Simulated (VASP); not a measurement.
Consider the following.

```xyz
2
Lattice="0.0000 2.9644 2.9644 2.9644 0.0000 2.9644 2.9644 2.9644 0.0000" Properties=species:S:1:pos:R:3 pbc="T T T"
Ca     2.9644     2.9644     0.0000
Se     2.9644     2.9644     2.9644
```

Computed with optB88-vdW, VASP's PBE PAW potentials (set 64) (plane waves; VASP 6.6.1). Numerical set-up: 520 eV cut-off, Gaussian smearing of 0.050 eV, potentials Ca_sv Se.

Give the energies of bands 6 to 11 at the high-symmetry points, in eV from the valence-band maximum.

```json
[
 {"band": "6", "Γ": "0.00", "X": "-2.47", "U": "-2.21", "L": "-3.22", "W": "-1.94"},
 {"band": "7", "Γ": "0.00", "X": "-0.92", "U": "-2.01", "L": "-1.18", "W": "-1.94"},
 {"band": "8", "Γ": "0.00", "X": "-0.92", "U": "-1.10", "L": "-1.18", "W": "-1.65"},
 {"band": "9", "Γ": "3.37", "X": "2.07", "U": "3.29", "L": "4.61", "W": "4.37"},
 {"band": "10", "Γ": "3.67", "X": "4.95", "U": "5.59", "L": "5.39", "W": "4.37"},
 {"band": "11", "Γ": "3.67", "X": "5.05", "U": "5.60", "L": "5.39", "W": "5.19"}
]
```

The gap is indirect, 2.07 eV, from the valence maximum at Γ to the conduction minimum at X.

Measured: gap 3.85 eV (computed value off by -1.78 eV), as given by Abedi et al., (2022), arXiv:2211.14644.

The compound is CaSe in the rock salt structure. It was relaxed first.
